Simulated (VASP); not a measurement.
The cell holds one W (bcc) (100) slab, with vacuum along c, ions free to move until forces fall under 0.03 eV/Å, no reconstruction beyond this cell, dipole correction on.

Here is the system:

```
W
1.0
    3.15721     0.00000     0.00000
    0.00000     3.15721     0.00000
    0.00000     0.00000    24.45839
W
6
Direct
  0.50000   0.00000   0.34510
  0.00000   0.50000   0.40223
  0.50000   0.00000   0.46832
  0.00000   0.50000   0.53168
  0.50000   0.00000   0.59777
  0.00000   0.50000   0.65490
```

Computed with PBEsol GGA, VASP's PBE PAW potentials (set 64) (plane waves; VASP). Run with 400 eV cut-off, 9×9×1 Γ-centred mesh, first-order Methfessel-Paxton smearing of 0.10 eV, potentials W_sv.

Slab and bulk use different k-meshes, so the surface energy is good to a few per cent at best. Unless said otherwise, spin-orbit coupling is left out, though it shifts the bands of the heavy elements here.

| Item | Result |
|---|---|
| surface energy | 4.32 J/m² |
| work function | 4.34 eV |
| band gap (on the k-mesh) | none (metal, semimetal or under 0.01 eV) |

Measured: work function 4.65 eV (computed value off by -0.31 eV), as given by Richard Tran et al., Surface Science (2019), arXiv:1902.07811.

The cell is a thin slab with vacuum, built from W (bcc): (100) face.
